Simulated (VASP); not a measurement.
Method: G0W0 on PBE orbitals, VASP's PBE PAW potentials (set 64) (plane waves; VASP).

VASP ran on this input.

File KPOINTS:
```
Automatic mesh
0
Gamma
4 4 2
0 0 0
```

INCAR:
```
LASPH=.TRUE.   # aspherical one-centre terms
NBANDSGW=34
SIGMA=0.01   # width (eV)
ALGO=EVGW0
ENCUTGW=200
ISMEAR=0   # Gaussian
NOMEGA=64
ENCUT=500
NBANDS=320
LSPECTRALGW=.TRUE.
SYSTEM=CdS
GGA=PE
LCHARG=.FALSE.
LREAL=.FALSE.   # projection in real space or not
PREC=Normal
LWAVE=.FALSE.
NELMGW=1
```

File POSCAR:
```
CdS
1
    2.0700000000    -3.5853450000     0.0000000000
    2.0700000000     3.5853450000     0.0000000000
    0.0000000000     0.0000000000     6.7200000000
Cd S
2 2
Direct
  0.6666670000   0.3333330000   0.5000000000
  0.3333330000   0.6666670000   0.0000000000
  0.6666670000   0.3333330000   0.8770000000
  0.3333330000   0.6666670000   0.3770000000
```

POTCAR, in this order: Cd_sv_GW S_GW (PBE.64 set). Program: vasp_std. Read from the step before: WAVECAR, WAVEDER.

Output of the run:

### OUTCAR
```
 ion  position               nearest neighbor table
   1  0.667  0.333  0.500-   4 2.53   4 2.53   4 2.53   3 2.53
   2  0.333  0.667  0.000-   3 2.53   3 2.53   3 2.53   4 2.53
   3  0.667  0.333  0.877-   2 2.53   2 2.53   2 2.53   1 2.53
   4  0.333  0.667  0.377-   1 2.53   1 2.53   1 2.53   2 2.53
  LATTYP: Found a hexagonal cell.
 ALAT       =     4.1399998513
 C/A-ratio  =     1.6231884641
 Subroutine PRICEL returns:
 Original cell was already a primitive cell.
 Subroutine GETGRP returns: Found 12 space group operations
The static configuration has the point symmetry C_3v.
 The point group associated with its full space group is C_6v.
The dynamic configuration has the point symmetry C_3v.
 Subroutine INISYM returns: Found 12 space group operations
 Subroutine IBZKPT returns following result:
 Found      8 irreducible k-points:

 Following reciprocal coordinates:
            Coordinates               Weight
  0.000000  0.000000  0.000000      1.000000
  0.250000  0.000000  0.000000      6.000000
  0.500000  0.000000  0.000000      3.000000
  0.250000  0.250000  0.000000      6.000000
  0.000000  0.000000  0.500000      1.000000
  0.250000  0.000000  0.500000      6.000000
  0.500000  0.000000  0.500000      3.000000
  0.250000  0.250000  0.500000      6.000000
 Subroutine IBZKPT_HF returns following result:
   k-points           NKPTS =      8   k-points in BZ     NKDIM =     32   number of bands    NBANDS=    320
   number of dos      NEDOS =    301   number of ions     NIONS =      4
   total plane-waves  NPLWV =  23040
   dimension x,y,z NGX =    24 NGY =   24 NGZ =   40
   dimension x,y,z NGXF=    48 NGYF=   48 NGZF=   80
   ions per type =               2   2
   PREC   = normal    normal or accurate (medium, high low for compatibility)
   ISTART =      1    job   : 0-new  1-cont  2-samecut
   ICHARG =      0    charge: 1-file 2-atom 10-const
   ISPIN  =      1    spin polarized calculation?
   LNONCOLLINEAR =      F non collinear calculations
   LSORBIT =      F    spin-orbit coupling
   INIWAV =      1    electr: 0-lowe 1-rand  2-diag
   ENCUT  =  500.0 eV  36.75 Ry    6.06 a.u.   7.55  7.55 12.25*2*pi/ulx,y,z
   NELM   =     60;   NELMIN=  2; NELMDL=  0     # of ELM steps
   EDIFF  = 0.1E-03   stopping-criterion for ELM
   LREAL  =      F    real-space projection
   NLSPLINE    = F    spline interpolate recip. space projectors
   LMAXMIX     =    2 max onsite mixed and CHGCAR
   VOSKOWN=      0    Vosko Wilk Nusair interpolation
   EDIFFG = 0.1E-02   stopping-criterion for IOM
   NSW    =      0    number of steps for IOM
   NBLOCK =      1;   KBLOCK =      1    inner block; outer block
   IBRION =     -1    ionic relax: 0-MD 1-quasi-New 2-CG
   NFREE  =      0    steps in history (QN), initial steepest desc. (CG)
   ISIF   =      0    stress and relaxation
   ISYM   =      3    0-nonsym 1-usesym 2-fastsym
   TEIN   =    0.0    initial temperature
   TEBEG  =    0.0;   TEEND  =   0.0 temperature during run
   SMASS  =  -3.00    Nose mass-parameter (am)
   PSTRESS=    0.0 pullay stress
   NELECT =      52.0000    total number of electrons
   EFERMI =   0.00;   METHOD = LEGACY
   ISMEAR =     0;   SIGMA  =   0.01  broadening in eV -4-tet -1-fermi 0-gaus
   IALGO  =     38    algorithm
   LDIAG  =      T    sub-space diagonalisation (order eigenvalues)
   IMIX   =      4    mixing-type and parameters
     AMIX     =   0.40;   BMIX     =  1.00
     AMIX_MAG =   1.60;   BMIX_MAG =  1.00
     AMIN     =   0.10
   GGA     = PE    functional components
   VOSKOWN =     0    Vosko Wilk Nusair interpolation
   LHFCALC =     T    Hartree Fock is set to
   NKREDX  =     1    reduce k-point grid by
   AEXX    =    1.0000 exact exchange contribution
   HFSCREEN=    0.0000 screening length (either q_TF or 0.3 A-1)
...
```

**OSZICAR**
```
energies w=
    0.000    0.000    1.090    0.000    2.178    0.000    3.262    0.000
    4.338    0.000    5.406    0.000    6.464    0.000    7.510    0.000
    8.543    0.000    9.563    0.000   10.570    0.000   11.563    0.000
   12.543    0.000   13.510    0.000   14.464    0.000   15.408    0.000
   16.341    0.000   17.266    0.000   18.183    0.000   19.095    0.000
   20.002    0.000   20.906    0.000   21.810    0.000   22.714    0.000
   23.622    0.000   24.536    0.000   25.457    0.000   26.388    0.000
   27.331    0.000   28.290    0.000   29.267    0.000   30.266    0.000
   31.289    0.000   32.341    0.000   33.427    0.000   34.550    0.000
   35.716    0.000   36.930    0.000   38.200    0.000   39.533    0.000
   40.938    0.000   42.424    0.000   44.002    0.000   45.687    0.000
   47.493    0.000   49.440    0.000   51.549    0.000   53.846    0.000
   56.363    0.000   59.139    0.000   62.221    0.000   65.671    0.000
   69.562    0.000   73.992    0.000   79.087    0.000   85.014    0.000
   91.998    0.000  100.355    0.000  110.534    0.000  123.199    0.000
  139.381    0.000  160.758    0.000  190.275    0.000  233.604    0.000
NQ=   1    0.0000    0.0000    0.0000,
 performed        663000 updates of chi_q(r,r)
NQ=   2    0.2500    0.0000    0.0000,
 performed       1717000 updates of chi_q(r,r)
NQ=   3    0.5000    0.0000    0.0000,
 performed       2641000 updates of chi_q(r,r)
NQ=   4    0.2500    0.2500    0.0000,
 performed       3826000 updates of chi_q(r,r)
NQ=   5    0.0000    0.0000    0.5000,
 performed       4489000 updates of chi_q(r,r)
NQ=   6    0.2500    0.0000    0.5000,
 performed       5543000 updates of chi_q(r,r)
NQ=   7    0.5000    0.0000    0.5000,
 performed       6467000 updates of chi_q(r,r)
NQ=   8    0.2500    0.2500    0.5000,
 performed       7652000 updates of chi_q(r,r)
 resolving degeneracies of screened two electron integrals
```

OUTCAR:
```


 k-point   1 :       0.0000    0.0000    0.0000
  band No.  KS-energies  QP-energies   sigma(KS)   V_xc(KS)     V^pw_x(r,r')   Z            occupation Imag(sigma)

      1     -98.4912    -102.8521     -38.5465     -32.0315     -55.4555       0.6694       2.0000       3.4449
      2     -98.4912    -102.8521     -38.5465     -32.0315     -55.4555       0.6694       2.0000       3.4449
      3     -59.5637     -62.9826     -35.6967     -31.0021     -49.0006       0.7283       2.0000       3.7099
      4     -59.5637     -62.9826     -35.6967     -31.0021     -49.0006       0.7283       2.0000       3.7099
      5     -59.5637     -62.9826     -35.6967     -31.0021     -49.0006       0.7283       2.0000       3.7099
      6     -59.5637     -62.9826     -35.6967     -31.0021     -49.0006       0.7283       2.0000       3.7099
      7     -59.5637     -62.9826     -35.6967     -31.0021     -49.0006       0.7283       2.0000       3.7099
      8     -59.5637     -62.9826     -35.6967     -31.0021     -49.0006       0.7283       2.0000       3.7099
      9      -9.5140     -10.5069     -14.5638     -13.1451     -21.0632       0.6999       2.0000       1.8743
     10      -9.0823     -10.0783     -15.6084     -14.1915     -22.0200       0.7030       2.0000       1.7333
     11      -4.8700      -6.5323     -26.2639     -24.0220     -31.7714       0.7415       2.0000       0.7192
     12      -4.8640      -6.5246     -26.2562     -24.0163     -31.7631       0.7414       2.0000       0.7215
     13      -4.8640      -6.5246     -26.2562     -24.0163     -31.7631       0.7414       2.0000       0.7215
     14      -4.7799      -6.4462     -26.4900     -24.2466     -31.9886       0.7427       2.0000       0.7068
     15      -4.7799      -6.4462     -26.4900     -24.2466     -31.9886       0.7427       2.0000       0.7068
     16      -4.4524      -6.1462     -27.4394     -25.1665     -32.9032       0.7452       2.0000       0.6294
     17      -4.4524      -6.1462     -27.4394     -25.1665     -32.9032       0.7452       2.0000       0.6294
     18      -4.3599      -6.0598     -27.7163     -25.4470     -33.2073       0.7491       2.0000       0.6286
     19      -4.3599      -6.0598     -27.7163     -25.4470     -33.2073       0.7491       2.0000       0.6286
     20      -4.0161      -5.6416     -27.0403     -24.8653     -32.4601       0.7473       2.0000       0.6676
     21      -1.5244      -2.6946     -12.9975     -11.4682     -15.6813       0.7652       2.0000       0.6696
     22       2.0663       1.1462     -15.5556     -14.3590     -17.5265       0.7690       2.0000       0.3716
     23       2.0663       1.1462     -15.5556     -14.3590     -17.5265       0.7690       2.0000       0.3716
     24       2.7821       1.9376     -16.1830     -15.0896     -17.9919       0.7723       2.0000       0.3332
     25       2.8210       1.9830     -16.3670     -15.2798     -18.1859       0.7708       2.0000       0.3311
     26       2.8210       1.9830     -16.3670     -15.2798     -18.1859       0.7708       2.0000       0.3311
     27       4.0296       4.3358     -10.2554     -10.6333      -6.6940       0.8101       0.0000      -0.2853
     28       5.5927       6.0616     -10.4253     -11.0042      -6.6460       0.8100       0.0000      -0.3191
     29       9.2792       9.8724      -9.7786     -10.5124      -5.6915       0.8083       0.0000      -0.4128
     30       9.2792       9.8724      -9.7786     -10.5124      -5.6915       0.8083       0.0000      -0.4128
     31       9.6064      10.2284      -9.7778     -10.5485      -5.5968       0.8070       0.0000      -0.4269
     32      10.3736      11.0440     -10.0008     -10.8361      -5.6621       0.8027       0.0000      -0.4732
     33      10.3736      11.0440     -10.0008     -10.8361      -5.6621       0.8027       0.0000      -0.4732
     34      10.5217      10.9615      -9.7074     -10.2629      -5.1393       0.7918       0.0000      -0.5800

 k-point   2 :       0.2500    0.0000    0.0000
  band No.  KS-energies  QP-energies   sigma(KS)   V_xc(KS)     V^pw_x(r,r')   Z            occupation Imag(sigma)

      1     -98.4913    -102.8325     -38.5464     -32.0315     -55.4556       0.6664       2.0000       3.4449
      2     -98.4913    -102.8325     -38.5464     -32.0315     -55.4556       0.6664       2.0000       3.4449
      3     -59.5639     -62.9577     -35.6968     -31.0019     -49.0001       0.7229       2.0000       3.7095
      4     -59.5639     -62.9577     -35.6968     -31.0019     -49.0001       0.7229       2.0000       3.7095
      5     -59.5639     -62.9577     -35.6968     -31.0019     -49.0001       0.7229       2.0000       3.7095
      6     -59.5639     -62.9577     -35.6968     -31.0019     -49.0001       0.7229       2.0000       3.7095
      7     -59.5639     -62.9577     -35.6968     -31.0019     -49.0001       0.7229       2.0000       3.7095
      8     -59.5639     -62.9577     -35.6968     -31.0019     -49.0001       0.7229       2.0000       3.7095
      9      -9.3206     -10.3107     -14.9567     -13.5430     -21.4134       0.7004       2.0000       1.8155
     10      -9.0050     -10.0055     -15.8255     -14.4067     -22.2245       0.7051       2.0000       1.7071
     11      -4.8097      -6.4735     -26.3602     -24.1191     -31.8596       0.7424       2.0000       0.7133
     12      -4.7944      -6.4580     -26.4391     -24.1981     -31.9450       0.7423       2.0000       0.7124
     13      -4.7125      -6.3760     -26.1188     -23.8867     -31.5601       0.7453       2.0000       0.7128
     14      -4.6719      -6.3439     -26.8281     -24.5857     -32.3403       0.7456       2.0000       0.6958
     15      -4.6588      -6.3274     -26.4484     -24.2152     -31.9175       0.7472       2.0000       0.7047
     16      -4.4906      -6.1841     -27.2763     -25.0040     -32.7353       0.7453       2.0000       0.6368
     17      -4.4389      -6.1335     -27.4706     -25.1986     -32.9425       0.7458       2.0000       0.6315
     18      -4.4161      -6.1106     -27.4061     -25.1380     -32.8750       0.7471       2.0000       0.6377
     19      -4.3440      -6.0460     -27.7564     -25.4864     -33.2488       0.7498       2.0000       0.6266
     20      -3.8952      -5.5030     -27.0335     -24.8839     -32.4320       0.7480       2.0000       0.6666
     21      -1.1722      -2.2934     -13.4984     -12.0346     -16.0664       0.7659       2.0000       0.6220
     22       0.3907      -0.6630     -14.2351     -12.8661     -16.4679       0.7697       2.0000       0.4681
     23       0.8838      -0.0737     -15.3357     -14.0947     -17.3697       0.7715       2.0000       0.4159
     24       1.4649       0.4927     -14.8699     -13.6014     -16.9432       0.7664       2.0000       0.4063
     25       2.3322       1.4455     -15.6842     -14.5312     -17.5615       0.7691       2.0000       0.3536
     26       2.4421       1.5650     -15.9369     -14.7962     -17.8239       0.7689       2.0000       0.3503
     27       5.8051       6.2170     -10.9698     -11.4851      -7.3077       0.7994       0.0000      -0.3196
     28       6.8133       7.3566     -10.7029     -11.3788      -6.7957       0.8039       0.0000      -0.3529
     29       8.3204       8.7863      -9.6460     -10.2252      -5.6394       0.8046       0.0000      -0.4046
     30       9.2195       9.7255      -9.7040     -10.3320      -5.6250       0.8057       0.0000      -0.4287
     31       9.8572      10.4858      -9.8957     -10.6768      -5.6716       0.8049       0.0000      -0.4467
     32      10.2947      10.7204      -9.5974     -10.1280      -5.3765       0.8024       0.0000      -0.4922
     33      10.8014      11.4113      -9.8916     -10.6521      -5.4604       0.8020       0.0000      -0.5116
     34      11.2929      11.8442      -9.8037     -10.4883      -5.5075       0.8052       0.0000      -0.5057

 k-point   3 :       0.5000    0.0000    0.0000
  band No.  KS-energies  QP-energies   sigma(KS)   V_xc(KS)     V^pw_x(r,r')   Z            occupation Imag(sigma)

      1     -98.4911    -102.8639     -38.5462     -32.0314     -55.4555       0.6712       2.0000       3.4450
      2     -98.4911    -102.8639     -38.5462     -32.0314     -55.4555       0.6712       2.0000       3.4450
      3     -59.5636     -62.9841     -35.6969     -31.0017     -48.9994       0.7285       2.0000       3.7091
      4     -59.5636     -62.9841     -35.6969     -31.0017     -48.9994       0.7285       2.0000       3.7091
      5     -59.5636     -62.9841     -35.6969     -31.0017     -48.9994       0.7285       2.0000       3.7091
      6     -59.5636     -62.9841     -35.6969     -31.0017     -48.9994       0.7285       2.0000       3.7091
      7     -59.5636     -62.9841     -35.6969     -31.0017     -48.9994       0.7285       2.0000       3.7091
      8     -59.5636     -62.9841     -35.6969     -31.0017     -48.9994       0.7285       2.0000       3.7091
      9      -9.0941     -10.0884     -15.5670     -14.1509     -21.9808       0.7021       2.0000       1.7366
     10      -8.9589      -9.9619     -15.9536     -14.5338     -22.3443       0.7065       2.0000       1.6926
     11      -4.7709      -6.4376     -26.3403     -24.0961     -31.8149       0.7427       2.0000       0.7066
     12      -4.7516      -6.4214     -26.5408     -24.2953     -32.0360       0.7436       2.0000       0.7022
     13      -4.5661      -6.2494     -27.0306     -24.7770     -32.5188       0.7469       2.0000       0.6724
     14      -4.5661      -6.2494     -27.0306     -24.7770     -32.5188       0.7469       2.0000       0.6724
     15      -4.5509      -6.2306     -27.0825     -24.8345     -32.5823       0.7472       2.0000       0.6768
     16      -4.4901      -6.1807     -27.2051     -24.9392     -32.6718       0.7461       2.0000       0.6477
     17      -4.3809      -6.0789     -27.6797     -25.4124     -33.1759       0.7489       2.0000       0.6325
     18      -4.3226      -6.0255     -27.8098     -25.5398     -33.3054       0.7501       2.0000       0.6246
     19      -4.0642      -5.6899     -27.0084     -24.8339     -32.4250       0.7476       2.0000       0.6709
     20      -3.9238      -5.5288     -26.4721     -24.3265     -31.8165       0.7481       2.0000       0.6784
     21      -1.2943      -2.4279     -13.9250     -12.4447     -16.5736       0.7658       2.0000       0.6284
     22      -0.6925      -1.7743     -14.2594     -12.8468     -16.7297       0.7658       2.0000       0.5634
     23       0.1936      -0.8822     -13.7664     -12.3645     -16.0737       0.7674       2.0000       0.4994
     24       0.9511      -0.0664     -14.2290     -12.9000     -16.3988       0.7656       2.0000       0.4442
     25       1.5407       0.5699     -14.8617     -13.6024     -16.8681       0.7709       2.0000       0.3909
     26       2.0683       1.1509     -15.4903     -14.2969     -17.4554       0.7688       2.0000       0.3730
     27       6.5354       7.0608     -10.7580     -11.4136      -6.8557       0.8014       0.0000      -0.3485
     28       6.6952       7.1421     -10.2020     -10.7529      -6.4762       0.8111       0.0000      -0.3385
     29       7.9328       8.2801      -9.6401     -10.0699      -5.9735       0.8081       0.0000      -0.3697
...
```
(Selected blocks of OUTCAR.)

The mesh is coarse and the basis finite, so the quasiparticle values are not converged. VASP warned that its frequency grid is unfit for quasiparticle energies.

The compound is CdS in the wurtzite structure. The cell was not relaxed at this level. The k-mesh is coarse (spacing up to 0.47 per Å, 2π included), so the numbers may not be converged in it.
